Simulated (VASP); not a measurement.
A convergence study with VASP on CoSi$_{2}$ (fluorite): one setting is varied, all else stays as given below, so the limit is that of these other settings. Each run relaxes cell and ions from the cell shown.

```yaml
crystal:
  lattice:
    - [0.00000, 2.68000, 2.68000]
    - [2.68000, 0.00000, 2.68000]
    - [2.68000, 2.68000, 0.00000]
  atoms:
    - { symbol: Co, position: [0.00000, 0.00000, 0.00000] }
    - { symbol: Si, position: [0.25000, 0.25000, 0.25000] }
    - { symbol: Si, position: [0.75000, 0.75000, 0.75000] }
```

Level of theory: PBE GGA, VASP's PBE PAW potentials (set 64) (plane waves; VASP). The tightest run used: 550 eV cut-off, 14×14×14 Γ-centred mesh, first-order Methfessel-Paxton smearing of 0.10 eV, potentials Co Si.

Q: The settings run are 2×2×2 mesh; 3×3×3 mesh; 4×4×4 mesh; 5×5×5 mesh; 6×6×6 mesh; 7×7×7 mesh; 9×9×9 mesh; 10×10×10 mesh; 11×11×11 mesh; 12×12×12 mesh; 13×13×13 mesh; 14×14×14 mesh. From which on does the relaxed volume stay within 0.05 Å³/atom of the tightest run?

A: From 3×3×3 mesh on: it is off by 0.022 there and by no more than 0.05 in any finer run, while 2×2×2 mesh is off by 0.247.
```csv
setting,relaxed volume (Å³/atom),E (eV/atom),irreducible k-points,difference judged (Å³/atom)
2×2×2 mesh,12.572,-6.2058,3,0.247
3×3×3 mesh,12.797,-6.3673,4,0.022
4×4×4 mesh,12.794,-6.4349,8,0.024
5×5×5 mesh,12.847,-6.4226,10,0.029
6×6×6 mesh,12.820,-6.4282,16,0.001
7×7×7 mesh,12.819,-6.4336,20,0.001
9×9×9 mesh,12.826,-6.4298,35,0.007
10×10×10 mesh,12.816,-6.4321,47,0.002
11×11×11 mesh,12.813,-6.4321,56,0.005
12×12×12 mesh,12.818,-6.4319,72,0.001
13×13×13 mesh,12.818,-6.4303,84,0.000
14×14×14 mesh,12.819,-6.4315,104,0.000
```

Left out are rungs that failed or repeat a setting and relaxations that didn't move; long series are thinned to 24 rows.

The compound is CoSi2 in the fluorite structure. The run is not spin-polarised, so no magnetic state was tried. The electron count is odd and the run is not spin-polarised, which forces a metal.
